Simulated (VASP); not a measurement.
The system is C.

```
CELL_PARAMETERS angstrom
2.46729 0.00000 0.00000
-1.23365 2.13674 0.00000
0.00000 0.00000 7.80307
ATOMIC_POSITIONS crystal
C 0.00000 0.00000 0.25000
C 0.00000 0.00000 0.75000
C 0.33333 0.66667 0.25000
C 0.66667 0.33333 0.75000
```

| Property | Result |
| --- | --- |
| Program | VASP 6.6.1 |
| Task | relaxation of cell and atoms |
| Functional | r2SCAN |
| Potentials or basis | VASP PAW PBE potentials, release 64 (C) |
| Cutoff | 520 eV |
| k mesh | 15 × 15 × 4 |
| Occupations | gaussian, width 0.02 eV |
| Spin | no spin polarisation |

At the start: pressure -3.0 GPa; volume 10.28 Å³/atom.

Problem. How do energy, volume and symmetry change on relaxing?

Solution. Over 13 steps the energy falls by 6.5 meV/atom and the volume is 9.09 Å³/atom (-11.6 %); space group P6_3/mmc (No. 194, to 0.05 Å).

The path:
```csv
step,energy change (eV),largest force (eV/Å),pressure (GPa),volume (Å³)
1,0.0000,0.0000,-3.01,41.14
2,0.0166,0.0000,6.23,40.00
3,-0.0041,0.0000,-0.28,40.79
4,-0.0049,0.0000,-0.28,40.66
5,-0.0073,0.0000,-0.29,40.30
6,-0.0122,0.0000,-0.30,39.57
7,-0.0209,0.0000,-0.27,38.12
8,-0.0227,0.0000,0.12,35.21
9,-0.0257,0.0000,-0.17,36.77
10,-0.0260,0.0000,-0.11,36.29
11,-0.0260,0.0000,-0.12,36.38
12,-0.0233,0.0000,2.62,36.08
13,-0.0260,0.0000,0.00,36.36
```

Final structure:
```xyz
4
Lattice="2.4575 0.0000 0.0000 -1.2288 2.1283 0.0000 0.0000 0.0000 6.9524" Properties=species:S:1:pos:R:3 pbc="T T T"
C     0.0000    0.0000    1.7381
C     0.0000    0.0000    5.2143
C     0.0000    1.4188    1.7381
C     1.2288    0.7094    5.2143
```

Caveat: the PAW data sets were made with another functional, which shifts forces and pressure a little.
